Suppose one program gives a pressure of 2.5 GPa for a crystal of Bi2Se3 and another gives 2.6 GPa. Someone has to decide whether the difference concerns the material or only the programs, and whether a better program would bring the pressure down to zero. For the five programs compared here, the difference belongs to the programs, and the large common pressure belongs to the physics and the geometry that they share.

Bi2Se3 (R-3m, 5-atom cell) in DFT with PBE, without dispersion correction, spin-orbit coupling or spin polarisation; fixed cell and atoms, 8×8×8 k mesh, Fermi-Dirac smearing of 0.05 eV. Pressure is positive in compression, and the Ansatz PAW value omits the Pulay correction. The basis column gives the plane-wave cutoff or, for LAPW, the target basis error.

```
    program                              potentials                      basis  pressure (GPa)  largest force (eV/Å)  pressure less the median of the rows (GPa)
       GPAW    GPAW PAW data sets (gpaw data 1.2.1)                     600 eV           2.480                 0.168                                      -0.080
     Ansatz                              Ansatz PAW                     420 eV           2.530                 0.159                                      -0.030
Ansatz LAPW  all electron LAPW, scalar relativistic  0.001 eV/atom basis error           2.560                 0.160                                       0.000
       VASP    VASP PAW PBE potentials, recommended                     520 eV           2.570                 0.172                                       0.010
     SIRIUS              dojo sr pbe 0.4.1 standard                    1177 eV           2.620                 0.185                                       0.060
```

## What the common pressure means

A positive pressure means that the crystal, as the calculation sees it, would lower its energy by expanding. The cell is close to the measured one, roughly 4.1 Å in the plane of the layers and 29 Å along their normal. A real crystal in such a cell is at ordinary pressure, whereas the calculated one pushes outward with about 25 000 atmospheres. All five programs agree on this, so changing the program doesn't remove it.

A likely cause, not tested here, is the functional. PBE tends to bind solids of heavy elements too weakly, and it lacks the long-range dispersion attraction, which draws neighbouring layers together and is expected to pull on the atoms within each layer as well. Spin-orbit coupling, which is strong in bismuth, and lattice vibrations are also left out. Vibrations normally push a crystal outward, so including them would be expected to add to the pressure. The atoms are also kept at their given positions, where forces of about 0.16 eV/Å remain in the all-electron calculation. Letting them relax would change the pressure, and its split by direction, by an amount that isn't tested here.

A limiting case helps to judge the part played by the layers. If the only fault were too little attraction across the gaps between them, the excess stress would point mainly along the layer normal, and the stress in the plane would be small. The all-electron calculation gives 2.55 GPa in the plane and 2.57 GPa along the normal. The layers therefore want to widen in their own plane too, and weak attraction across the gaps can't be the whole story. This doesn't clear the missing dispersion: each layer is five atoms thick, and dispersion among those heavy atoms is expected to pull inward in the plane as well as along the normal.

## Why good programs still differ

Pressure is the slope of the energy against volume. An error that is the same at every volume shifts the energy but leaves the slope alone. An error that changes with volume appears in the pressure even when it is tiny. Two programs with very different total energies can thus agree on the pressure, and two with nearly equal energy errors can disagree.

For a small change of volume $\Delta V$ at pressure $p$, the energy changes by

$$\Delta E \approx -p\,\Delta V .$$

Each atom occupies 28.38 Å³, so an expansion of 1 % adds about 0.28 Å³ per atom. The pressures of the five programs span 0.14 GPa as rounded in the table, and 0.15 GPa before rounding. Since 1 eV/Å³ equals about 160 GPa, this spread corresponds to

$$\frac{0.14}{160}\times 0.28\ \text{eV}\approx 0.25\ \text{meV per atom}.$$

The same step with the full all-electron pressure gives 4.5 meV per atom. This is slightly too much for a real expansion of 1 %, because the pressure falls as the cell grows.

The comparison shows how demanding a pressure is. An energy error that drifts by a quarter of a millielectronvolt per atom over 1 % of volume is enough to make the whole spread. The all-electron calculation aims at a basis error of 1 meV per atom, and that is four times the drift just found. Its pressure is useful only if most of such an error cancels between neighbouring volumes, which is expected but not tested here. It is a good reference for judging the potentials, but not an exact limit.

## One difference that can be traced

Plane waves provide a clear example of an error that changes with volume. If the number of waves is held fixed while the cell is compressed, the waves shorten with the cell and the basis can describe finer detail. The energy then rises less on compression than it should, and the pressure comes out too low. With a complete basis the effect vanishes; with a poor one it can be large. The repair is known as the Pulay correction.

The two Ansatz calculations show its size. The pressure with PAW potentials is printed without the correction and lies 0.03 GPa below the all-electron one. The correction computed for that run is 0.023 GPa and closes about two thirds of the distance. What remains is about 0.01 GPa, similar to the difference between VASP and the all-electron result. No such correction is given for the other plane-wave runs, so the closeness of VASP may be partly chance. At that level the order of these three programs has no physical meaning.

Forces behave differently, for a reason worth knowing. Plane waves do not travel with an atom when it is moved, so a pure plane-wave basis needs no corresponding correction to the force. The LAPW basis is built around the atoms and does need one. Leaving out the stress correction in the PAW run therefore doesn't touch its forces: on bismuth and on the outer selenium atoms they agree with the all-electron ones within 0.001 eV/Å, although the uncorrected pressure is 0.03 GPa too low.

## The two outer programs

GPAW gives the lowest pressure, 0.08 GPa below the all-electron value, and its stress is low by similar amounts in both directions. An incomplete basis would act in this sense. However, its band gap is also the smallest, 0.19 eV against 0.21 to 0.22 eV in the other programs, so the deviation is not confined to the stress. At the centre of the Brillouin zone, the levels below and above the valence top all lie about 0.03 eV lower against it than in the all-electron run, so it is the valence top that has moved up. The potentials may well contribute, and the share of each cause is untested.

SIRIUS gives the highest pressure, and here the average hides the more interesting fact. Relative to the all-electron calculation, its stress is 0.084 GPa higher in the plane but only 0.021 GPa higher along the normal. It is the only program in which the in-plane stress is the larger of the two. Its potentials are a plausible source, but that is a guess.

An obvious suspect is the number of electrons that the potentials treat explicitly. GPAW and VASP treat 48, while SIRIUS and Ansatz with PAW potentials treat 78; the extra 30 match ten 3d electrons on each of the three selenium atoms. Yet the two programs within each pair differ by 0.09 GPa in the table, and by 0.10 GPa before rounding. Treating the selenium 3d shell explicitly therefore doesn't by itself decide where a program lands.

## Agreement in pressure is not agreement in everything

Pressure measures the response to a change of volume, and a force measures the response to moving one atom. A potential can do well on one and less well on the other. VASP matches the all-electron pressure to about 0.01 GPa, but its forces on bismuth and on the outer selenium atoms are 6 to 7 % larger. Over all five programs the largest force, which acts on bismuth in GPAW and on the outer selenium atoms in the other four, varies by 16 % of the all-electron value, while the pressure varies by only 5 to 6 %.

## What to do about it

Treat a difference of about 0.1 GPa between programs as a difference of method until it has been checked. In a study of strain, doping or pressure, keep the program, potentials and cutoff the same throughout, so that much of their error cancels. Joining a pressure from one program to a pressure from another puts the offset between them straight into the result.

When two programs disagree, first raise the cutoff within each one. An uncorrected pressure that rises towards a steady value points to the plane-wave basis; a difference that survives points to the potentials. In a layered crystal, compare the stress in the plane and along the normal separately, and compare the forces as well. The SIRIUS and VASP results show what a single pressure can conceal.

If the aim is a cell with the right size, relax the atoms together with the cell, and then look to the physics shared by all five calculations: the functional, dispersion and spin-orbit coupling. Their agreement shows that PBE has been solved consistently for this crystal to about 6 % of the pressure. It doesn't make the pressure itself true of the material. The printed analysis below gives the stresses, forces and gaps behind these comparisons.

Output of the analysis:

```
Spread of the pressure over the five programs, GPa: 0.14
Spread of the pressure in percent of the LAPW pressure: 5.469
Spread of the largest force in percent of the LAPW value: 16.25
Energy gained by 1 percent expansion at the LAPW pressure, meV per atom: 4.535
Energy difference over 1 percent of volume that makes the whole spread, meV per atom: 0.248
LAPW less Ansatz PAW before the Pulay correction, unrounded pressures, GPa: 0.03347
Pulay correction of the Ansatz PAW run, GPa: 0.0227
LAPW less Ansatz PAW after the Pulay correction, GPa: 0.01077
Share of that distance closed by the Pulay correction, percent: 67.83
Stress by direction, GPa:
          row  in plane  along layer normal  normal less in plane  in plane less LAPW  normal less LAPW
         GPAW     2.465               2.495                0.0295             -0.0867           -0.0781
       Ansatz     2.518               2.541                0.0231             -0.0342            -0.032
  Ansatz LAPW     2.552               2.573                0.0209                   0                 0
         VASP     2.563               2.586                 0.023              0.0112            0.0133
       SIRIUS     2.636               2.594                -0.042               0.084            0.0211
Forces in eV/A and gap in eV:
          row  force on Bi  force on outer Se  Bi less LAPW  Se less LAPW    gap  valence electrons
         GPAW       0.1682             0.1617        0.0098        0.0016   0.19                 48
       Ansatz       0.1585             0.1594        0.0001       -0.0007  0.215                 78
  Ansatz LAPW       0.1584             0.1601             0             0  0.216                146
         VASP       0.1685             0.1716        0.0101        0.0115  0.213                 48
       SIRIUS       0.1776             0.1847        0.0192        0.0246   0.21                 78
VASP less GPAW, both with 48 valence electrons, GPa: 0.09
SIRIUS less Ansatz PAW, both with 78 valence electrons, GPa: 0.09
Mean of the 78-electron runs less mean of the 48-electron runs, GPa: n/a
```
